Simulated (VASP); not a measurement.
The system is CdHgS2.

```
CELL_PARAMETERS angstrom
3.45800 0.00000 0.00000
-1.72900 2.99472 0.00000
0.00000 0.00000 8.02311
ATOMIC_POSITIONS crystal
Cd 0.33333 0.66667 0.00000
Hg 0.00000 0.00000 0.50000
S 0.00000 0.00000 0.79241
S 0.00000 0.00000 0.20759
```

The cell was built by a generator and needn't be a form met in nature.

```yaml
Program: VASP 6.6.1
Task: relaxation of cell and atoms
Functional: PBE
Potentials_or_basis: VASP PAW PBE potentials, release 64 (Cd, Hg, S)
Cutoff: 600 eV
k_mesh: 6 × 6 × 2
Occupations: gaussian, width 0.1 eV
Spin: no spin polarisation
```

At the start: pressure 11.8 GPa; volume 20.77 Å³/atom.

Problem. How do energy, volume and symmetry change on relaxing?

Solution. Over 11 steps the energy falls by 293.9 meV/atom and the volume is 27.26 Å³/atom (+31.2 %); space group P-6m2 (No. 187, to 0.05 Å).

Step by step:
| step | energy change (eV) | largest force (eV/Å) | pressure (GPa) | volume (Å³) |
| --- | --- | --- | --- | --- |
| 1 | 0.0000 | 0.0988 | 11.79 | 83.09 |
| 2 | -0.7099 | 0.2242 | -1.36 | 102.77 |
| 3 | -0.7118 | 0.2161 | -2.34 | 105.56 |
| 4 | -1.0968 | 1.1525 | -0.01 | 110.49 |
| 5 | -1.0994 | 1.0480 | -0.27 | 110.21 |
| 6 | -1.1688 | 0.2803 | -0.40 | 110.21 |
| 7 | -1.1743 | 0.0228 | -0.38 | 110.21 |
| 8 | -1.1743 | 0.0009 | -0.39 | 110.21 |
| 9 | -1.1751 | 0.0357 | 0.15 | 109.06 |
| 10 | -1.1753 | 0.0242 | -0.02 | 109.41 |
| 11 | -1.1756 | 0.0247 | 0.00 | 109.04 |

Final structure:
```
Cd Hg S
1.0
     4.04316    0.00000    0.00000
    -2.02158    3.50148    0.00000
     0.00000    0.00000    7.70237
Cd Hg S
1 1 2
Direct
  0.33333 0.66667 0.00000
  0.00000 0.00000 0.50000
  0.00000 0.00000 0.80395
  0.00000 0.00000 0.19605
```

Caveat: the k mesh is coarse (spacing up to 0.39 Å⁻¹), so the values aren't converged; the volume moved by over 15 % at a fixed basis, so the end points are rough.
